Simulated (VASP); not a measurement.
Output of a VASP run:

OSZICAR:
```
       N       E                     dE             d eps       ncg     rms          rms(c)
DAV:   1     0.131935995367E+03    0.13194E+03   -0.94227E+03  6760   0.159E+03
DAV:   2    -0.166076040755E+02   -0.14854E+03   -0.14496E+03  6855   0.396E+02
DAV:   3    -0.263549823108E+02   -0.97474E+01   -0.95596E+01  9986   0.956E+01
DAV:   4    -0.266820678799E+02   -0.32709E+00   -0.32554E+00  8919   0.163E+01
DAV:   5    -0.266921627275E+02   -0.10095E-01   -0.10094E-01 10195   0.250E+00    0.167E+01
DAV:   6    -0.202724630015E+02    0.64197E+01   -0.28008E+01  8957   0.635E+01    0.369E+00
DAV:   7    -0.203628941396E+02   -0.90431E-01   -0.13855E+00  7686   0.117E+01    0.273E+00
DAV:   8    -0.203750306547E+02   -0.12137E-01   -0.11345E-01 10375   0.357E+00    0.542E-01
DAV:   9    -0.203770028559E+02   -0.19722E-02   -0.71423E-03  7973   0.114E+00    0.135E-01
DAV:  10    -0.203769612852E+02    0.41571E-04   -0.21027E-03  8777   0.691E-01    0.104E-01
DAV:  11    -0.203768647687E+02    0.96516E-04   -0.30193E-04  8838   0.221E-01    0.408E-02
DAV:  12    -0.203768591733E+02    0.55954E-05   -0.30546E-05  8090   0.618E-02    0.159E-02
DAV:  13    -0.203768594254E+02   -0.25211E-06   -0.60653E-06  8256   0.250E-02
   1 F= -.20376859E+02 E0= -.20376818E+02  d E =-.122799E-03
```

**OUTCAR**
```
------------------------ aborting loop because EDIFF is reached ----------------------------------------
  FORCE on cell =-STRESS in cart. coord.  units (eV):
  Direction    XX          YY          ZZ          XY          YZ          ZX
  --------------------------------------------------------------------------------------
  Total        2.4328138     -0.1385830      3.2068656     -0.1782201      0.0000000      0.0000000
  in kB      152.3421752     -8.6780314    200.8131016    -11.1600943      0.0000000      0.0000000
  external PRESSURE =     114.8257484 kB  Pullay stress =       0.0000000 kB
  volume of cell :       25.59
      direct lattice vectors                 reciprocal lattice vectors
     1.504409000 -2.676668000  0.000000000     0.332356427 -0.186799409  0.000000000
     1.504409000  2.676668000  0.000000000     0.332356427  0.186799409  0.000000000
     0.000000000  0.000000000  3.176939000     0.000000000  0.000000000  0.314768398
 POSITION                                       TOTAL-FORCE (eV/Angst)
 -----------------------------------------------------------------------------------
      0.00000      0.00000      0.00000         0.570943      0.025606      0.000000
      1.50441      0.89222      1.58847         0.782470     -0.126068      0.000000
      1.57321     -0.89222      1.58847        -1.353413      0.100461      0.000000
 -----------------------------------------------------------------------------------
    total drift:                                0.000008      0.000006      0.000000
  FREE ENERGIE OF THE ION-ELECTRON SYSTEM (eV)
  ---------------------------------------------------
  free  energy   TOTEN  =       -20.3768594254 eV

  energy  without entropy=      -20.3767366261  energy(sigma->0) =      -20.37681849

 total charge

# of ion       s       p       d       tot
------------------------------------------
    1        2.189   6.234   1.873  10.296
    2        0.686   1.345   0.000   2.031
    3        0.687   1.346   0.000   2.032
--------------------------------------------------
tot          3.562   8.925   1.873  14.360
```
(Selected blocks of OUTCAR.)

### POSCAR
```
TiB2
1
    1.5044090000    -2.6766680000     0.0000000000
    1.5044090000     2.6766680000     0.0000000000
    0.0000000000     0.0000000000     3.1769390000
Ti B
1 2
Direct
  0.0000000000   0.0000000000   0.0000000000
  0.3333330000   0.6666670000   0.5000000000
  0.6895350000   0.3562010000   0.5000000000
```

Task: Write an INCAR and KPOINTS that could have produced this output.

Result: One answer among several that fit: the input of the run itself, PBE GGA + U (Dudarev), plane waves, VASP's PBE PAW potentials (set 64).

File KPOINTS:
```
Automatic mesh
0
Gamma
10 10 9
0 0 0
```

### INCAR
```
# general
SYSTEM   =TiB2
PREC     =Accurate
ENCUT    =520
LREAL    =F
LASPH    =T

# electronic loop
EDIFF    =1E-6
NELM     =100
ALGO     =Normal
LMAXMIX  =4

# smearing
ISMEAR   =1
SIGMA    =0.1

# functional
GGA      =PE

# DFT+U
LDAU     =T
LDAUTYPE =2
LDAUL    =2 -1
LDAUU    =5.0 0
LDAUJ    =0 0
LDAUPRINT=1

# ions
ISIF     =2

# output
LWAVE    =F
LCHARG   =F
LORBIT   =10
```

POTCAR, in this order: Ti_sv B (PBE.64 set). Program: vasp_std.

The compound is TiB2 in the AlB2 type structure. The cell was not relaxed at this level, atoms are displaced from their ideal sites. The run is one of a series of settings (LDAU = .TRUE., LDAUJ = 0 0, LDAUL = 2 -1, LDAUTYPE = 2, LDAUU = 5.0 0 against the base run), some of them coarse on purpose.
